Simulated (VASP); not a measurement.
Data:

```xyz
1
Lattice="-1.5800 1.5800 1.5800 1.5800 -1.5800 1.5800 1.5800 1.5800 -1.5800" Properties=species:S:1:pos:R:3 pbc="T T T"
Mo     0.0000     0.0000     0.0000
```

Level of theory: PBE GGA, VASP's PBE PAW potentials (set 64) (plane waves; VASP 6.6.1). Run with 480 eV cut-off, 16×16×16 Γ-centred mesh, first-order Methfessel-Paxton smearing of 0.10 eV, potentials Mo_sv.

Energy and stress use the plane-wave basis of the starting cell.

**Question.** The ions, cell shape and volume at an external pressure of 30.0 GPa are relaxed. Which structure does the run end with?

**Answer.** 
```xyz
1
Lattice="-1.5320 1.5320 1.5320 1.5320 -1.5320 1.5320 1.5320 1.5320 -1.5320" Properties=species:S:1:pos:R:3 pbc="T T T"
Mo     0.0000     0.0000     0.0000
```
Space group Im-3m (229), at a tolerance of 0.03 Å.

**Question.** How do energy and volume change from the first to the last step?

**Answer.** The energy (σ→0) changes by +123.4 meV/atom and the volume by -8.8 %, in 5 ionic steps.

The compound is Mo in the bcc structure. This run relaxes it under an external pressure of 30 GPa. Symmetry was kept, so distortions that lower it aren't found.
